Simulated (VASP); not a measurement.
Set up this calculation in VASP 6.6.1, as the native input.

* Task: single point
* Functional: r2SCAN
* Potentials or basis: VASP PAW PBE potentials, release 64 (H, Mo_sv)
* Cutoff: 520 eV
* k mesh: 12 × 12 × 2
* Occupations: gaussian, width 0.1 eV
* Spin: no spin polarisation
* Further INCAR settings: ALGO = Normal; EDIFF = 1e-06

The structure of MoH6 lies in POSCAR:

```
MoH6                                    
1.0
    2.8310609092     -0.0000000000      0.0000000000
   -1.4155304597      2.4517706660      0.0000000000
    0.0000000000     -0.0000000000     21.4389590931
  H               Mo            
    12     2
Direct
     0.0000000000000000    0.0000000000000000    0.8983478811793549
     0.0000000000000000    1.0000000000000000    0.1016521188206452
     0.6666666699999979    0.3333333300000021    0.6442646436903119
     0.6666666699999979    0.3333333300000021    0.6094093899554349
     0.3333333300000021    0.6666666699999979    0.7726823476558504
     0.3333333300000021    0.6666666699999979    0.7378143776173249
     0.0000000000000000    0.0000000000000000    0.4825707661807862
     0.0000000000000000    1.0000000000000000    0.5174292338192139
     0.6666666699999979    0.3333333300000021    0.2273176523441496
     0.6666666699999979    0.3333333300000021    0.2621856223826753
     0.3333333300000021    0.6666666699999979    0.3557353563096880
     0.3333333300000021    0.6666666699999979    0.3905906100445650
     0.6666666699999979    0.3333333300000021    0.9465229899323937
     0.3333333300000021    0.6666666699999979    0.0534770100676064
```

The cell was built by a generator and needn't be a form met in nature.

One way to write it, as run:

INCAR

```
ALGO = Normal
EDIFF = 1E-6
ENCUT = 520
ISIF = 2
ISMEAR = 0
KPAR = 8
LASPH = T
LCHARG = F
LMIXTAU = T
LREAL = F
LWAVE = F
METAGGA = R2SCAN
NELM = 150
PREC = Accurate
SIGMA = 0.1
```

KPOINTS

```
k-points
0
Gamma
  12 12 2
```

Potentials or basis: VASP PAW PBE potentials, release 64 (H, Mo_sv).

Command:

```bash
$ cat potpaw_PBE.64/H/POTCAR potpaw_PBE.64/Mo_sv/POTCAR > POTCAR
$ mpirun -np 8 vasp_std > vasp.out
```

Results of the run:

```
Pressure               : -1.2 GPa
Largest force          : 0.253 eV/Å
Band gap on the k mesh : none (metal or under the smearing width)
```

Caveat: the PAW data sets were made with another functional, which shifts forces and pressure a little.

Run time: 6.5 min on 8 MPI ranks on Intel(R) Xeon(R) Platinum 8488C (Sapphire Rapids) (shared host), peak memory 0.46 GiB a rank.
